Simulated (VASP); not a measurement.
Level of theory: r2SCAN meta-GGA, VASP's PBE PAW potentials (set 64) (plane waves; VASP).

A VASP calculation is set up with these files.

KPOINTS:
```
Automatic mesh
0
Gamma
10 7 1
0 0 0
```

**INCAR**
```
# general
SYSTEM =Ag(110) slab
PREC   =Normal
ENCUT  =400
LREAL  =F   # projection in real space or not
LASPH  =T

# electronic loop
EDIFF  =1E-5
NELM   =100   # most electronic steps
NELMIN =4
ALGO   =Normal   # blocked Davidson
LMAXMIX=4   # l cut-off of mixed one-centre charges
LMIXTAU=T

# smearing
ISMEAR =1   # Methfessel-Paxton
SIGMA  =0.1   # width (eV)

# functional
METAGGA=R2SCAN

# ions
IBRION =2   # conjugate gradients
NSW    =120   # most ionic steps
ISIF   =2   # forces and stress, cell fixed
EDIFFG =-0.03   # ionic stop

# output
LWAVE  =T
LCHARG =F

# other
LDIPOL =T
IDIPOL =3
DIPOL  =0.5 0.5 0.5
```

### POSCAR
```
Ag(110) slab
1
    2.9039116408     0.0000000000     0.0000000000
    0.0000000000     4.1067508501    -0.0000000000
   -0.0000000000    -0.0000000000    26.6770789949
Ag
8
Direct
  0.0000000000   0.0000000000   0.3122123736
  0.5000000000   0.5000000000   0.3613765975
  0.0000000000   0.0000000000   0.4183572429
  0.5000000000   0.5000000000   0.4727556014
  0.0000000000   0.0000000000   0.5272443986
  0.5000000000   0.5000000000   0.5816427571
  0.0000000000   0.0000000000   0.6386234025
  0.5000000000   0.5000000000   0.6877876264
```

POTCAR, in this order: Ag (PBE.64 set). Program: vasp_std.

### Question
What will the output report for the number of irreducible k-points (NKPTS), largest plane-wave count, number of space-group operations, FFT grid (NGX, NGY, NGZ)?

### Answer

* **number of irreducible k-points (NKPTS)**: 24
* **largest plane-wave count**: 5819
* **number of space-group operations**: 8
* **FFT grid (NGX, NGY, NGZ)**: 14 × 20 × 140

The cell is a thin slab with vacuum, built from Ag (fcc): (110) face.
